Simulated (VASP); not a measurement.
# Settings for CH₄S: nudged elastic band

CH₄S, molecule in box, 6 atoms in the cell. RPBE, nudged elastic band; PAW potentials C, S, H (PBE set). VASP 6.6.1.

Wanted: barrier within 0.02 eV.

Path: methyl rotation in CH3SH; Moving images: 3.

The series start from Cutoff ENCUT (eV): 400; SCF threshold EDIFF (eV): 1e-5; PREC: Normal; LREAL: no. Each series keeps the choices made before it, and each single choice may use up half of a tolerance. Times cover all steps of a run.

## Cutoff ENCUT (eV)

| Cutoff ENCUT (eV) | Barrier (eV) | Time (s) |
|---|---|---|
| 350 | 0.049 | 251 |
| 400 | 0.049 | 406 |
| 450 | 0.049 | 332 |
| 500 | 0.049 | 315 |
| 550 | 0.049 | 418 |
| 600 (reference) | 0.049 | 392 |

## SCF threshold EDIFF (eV)

| SCF threshold EDIFF (eV) | Barrier (eV) | Time (s) |
|---|---|---|
| 0.001 | 0.049 | 108 |
| 0.0001 | 0.049 | 150 |
| 1e-5 | 0.049 | 251 |
| 1e-6 (reference) | 0.049 | 274 |

## PREC

| PREC | Barrier (eV) | Time (s) |
|---|---|---|
| Normal | 0.049 | 108 |
| Accurate | 0.049 | 313 |

## LREAL

| LREAL | Barrier (eV) | Time (s) |
|---|---|---|
| no | 0.049 | 108 |
| Auto | 0.049 | 108 |

## Question

The rows run from the loosest to the tightest (no order: PREC, LREAL). For each series: choose the loosest value from which every tighter one stays within half of the tolerance; where there is no order, keep the first row unless others stay within half of the tolerance and take at least 30 % less time, and then take the fastest.

## Answer

- Cutoff ENCUT (eV): 350
- SCF threshold EDIFF (eV): 0.001
- PREC: Normal
- LREAL: no

## All choices together

| Input | Barrier (eV) | Time (s) |
|---|---|---|
| chosen settings | 0.049 | 108 |
| reference settings throughout | 0.049 | 456 |

The tolerance is met.

## The input

INCAR.step1:
```
ALGO     = Normal         # electronic algorithm
EDIFF    = 0.001          # SCF threshold, eV
EDIFFG   = -0.02          # ionic threshold
ENCUT    = 350            # plane-wave cutoff, eV
GGA      = RP             # functional
IBRION   = 2              # ionic algorithm
ISIF     = 2              # what is computed and relaxed
ISMEAR   = 0              # smearing method
ISYM     = 0            
LASPH    = T              # aspherical terms in the spheres
LCHARG   = F              # write CHGCAR
LREAL    = F              # projectors in reciprocal space
LWAVE    = F              # write WAVECAR
NELM     = 100            # most SCF steps
NSW      = 100            # ionic steps
POTIM    = 0.5            # step
PREC     = Normal         # precision mode
SIGMA    = 0.01           # smearing width, eV
```

INCAR.step3, as INCAR.step1 but for:
```
- EDIFFG = -0.02
- IBRION = 2
- ISIF = 2
- POTIM = 0.5
+ EDIFFG = -0.05
+ IBRION = 1
+ IMAGES = 3
+ POTIM = 0.3
+ SPRING = -5
```

KPOINTS:
```
k-points
0
Gamma
  1 1 1
```

00/POSCAR:
```
H4CS
1.0
    9.0000000000      0.0000000000      0.0000000000
    0.0000000000      9.5000000000      0.0000000000
    0.0000000000      0.0000000000      9.0000000000
C S H
1 1 4
Direct
    0.4839896296      0.5833439333      0.4999849185
    0.4837176680      0.3909471202      0.4999844955
    0.6329384204      0.3741440353      0.4999847048
    0.3665884824      0.6158075860      0.4999847793
    0.5379185247      0.6253196978      0.6003521771
    0.5379186082      0.6253199431      0.3996178808
```

01/POSCAR:
```
H4CS
1.0
    9.0000000000      0.0000000000      0.0000000000
    0.0000000000      9.5000000000      0.0000000000
    0.0000000000      0.0000000000      9.0000000000
C S H
1 1 4
Direct
    0.4842153513      0.5787676726      0.4989197640
    0.4835759649      0.3896446252      0.4992991528
    0.6323166570      0.3739844482      0.4992342953
    0.3843182485      0.6170553055      0.5564793851
    0.5780083337      0.6278527336      0.5577685076
    0.4806367778      0.6275775307      0.3882078512
```

02/POSCAR:
```
H4CS
1.0
    9.0000000000      0.0000000000      0.0000000000
    0.0000000000      9.5000000000      0.0000000000
    0.0000000000      0.0000000000      9.0000000000
C S H
1 1 4
Direct
    0.4833099074      0.5826884211      0.4986337622
    0.4833099074      0.3917015789      0.4986337622
    0.6312020185      0.3750286316      0.4986337622
    0.4252739074      0.6155209474      0.5991550629
    0.5958454586      0.6249713684      0.5019962477
    0.4241301340      0.6249713684      0.4028563588
```

03/POSCAR:
```
H4CS
1.0
    9.0000000000      0.0000000000      0.0000000000
    0.0000000000      9.5000000000      0.0000000000
    0.0000000000      0.0000000000      9.0000000000
C S H
1 1 4
Direct
    0.4839571648      0.5790199618      0.4996531494
    0.4816385764      0.3899387916      0.4973131303
    0.6300541594      0.3721841392      0.4985582791
    0.4824647714      0.6208475397      0.6135911098
    0.5798307117      0.6289465830      0.4450863511
    0.3851259495      0.6239453006      0.4457069363
```

04/POSCAR:
```
H4CS
1.0
    9.0000000000      0.0000000000      0.0000000000
    0.0000000000      9.5000000000      0.0000000000
    0.0000000000      0.0000000000      9.0000000000
C S H
1 1 4
Direct
    0.4853826728      0.5839425474      0.5006225110
    0.4798852477      0.3915988246      0.4961078969
    0.6283950159      0.3704866720      0.4983972558
    0.5402337169      0.6228516832      0.6018564174
    0.5403972323      0.6270332864      0.4013195720
    0.3687774477      0.6189693022      0.5016053028
```

POSCAR.step1:
```
H4CS
1.0
    9.0000000000      0.0000000000      0.0000000000
    0.0000000000      9.5000000000      0.0000000000
    0.0000000000      0.0000000000      9.0000000000
C S H
1 1 4
Direct
    0.4840899444      0.5826884211      0.4999848260
    0.4840899444      0.3917015789      0.4999848260
    0.6319820556      0.3750286316      0.4999848260
    0.3680179444      0.6155209474      0.4999848260
    0.5374457222      0.6249713684      0.5991247149
    0.5374457222      0.6249713684      0.4008449371
```

POSCAR.step2:
```
H4CS
1.0
    9.0000000000      0.0000000000      0.0000000000
    0.0000000000      9.5000000000      0.0000000000
    0.0000000000      0.0000000000      9.0000000000
C S H
1 1 4
Direct
    0.4817498333      0.5826884211      0.4986337622
    0.4817498333      0.3917015789      0.4986337622
    0.6296419444      0.3750286316      0.4986337622
    0.5397858333      0.6155209474      0.5991550629
    0.5409296068      0.6249713684      0.4028563588
    0.3692142821      0.6249713684      0.5019962477
```

Commands (each step's output is kept before the next begins):
```
cat potpaw_PBE.64/C/POTCAR potpaw_PBE.64/S/POTCAR potpaw_PBE.64/H/POTCAR > POTCAR
cp INCAR.step1 INCAR
cp POSCAR.step1 POSCAR
mpirun -np 2 vasp_gam > vasp.out
cp POSCAR.step2 POSCAR
mpirun -np 2 vasp_gam > vasp.out
# 00 and 04 hold the relaxed ends, the second shifted as a whole so that the mean position stays; the images between are interpolated (pair-distance (IDPP), through a guessed midpoint)
cp INCAR.step3 INCAR
mpirun -np 3 vasp_gam > vasp.out
```

The chosen input took VASP 6.6.1 108 s on 3 cores (Intel Xeon Platinum 8488C (Sapphire Rapids)), a shared host.
